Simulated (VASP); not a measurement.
```yaml
crystal:
  lattice:
    - [5.51482, 0.00000, 0.00000]
    - [0.00000, 5.51482, 0.00000]
    - [0.00000, 0.00000, 5.51482]
  atoms:
    - { symbol: Zn, position: [0.99337, 0.99337, 0.99337] }
    - { symbol: Zn, position: [0.50663, 0.50663, 0.99337] }
    - { symbol: Zn, position: [0.50663, 0.99337, 0.50663] }
    - { symbol: Zn, position: [0.99337, 0.50663, 0.50663] }
    - { symbol: Se, position: [0.25000, 0.25000, 0.25000] }
    - { symbol: S, position: [0.75000, 0.75000, 0.25000] }
    - { symbol: S, position: [0.75000, 0.25000, 0.75000] }
    - { symbol: S, position: [0.25000, 0.75000, 0.75000] }
```

The numbers are results of PBE GGA, VASP's PBE PAW potentials (set 64) (plane waves; VASP 6.6.1), not measurements. Numerical set-up: 400 eV cut-off, Gaussian smearing of 0.050 eV, potentials Zn Se S.

### Question
Estimate the band gap (along the path) with the smallest direct gap where there is one.

### Answer

band gap (along the path): 1.73 eV
smallest direct gap (along the path): 1.73 eV

Total energies compare only between runs with the same potentials, cut-off and functional.

The structure was generated: Zn4S3Se was put into an ordered model structure (P-43m), which need not be its known phase. It was relaxed first.
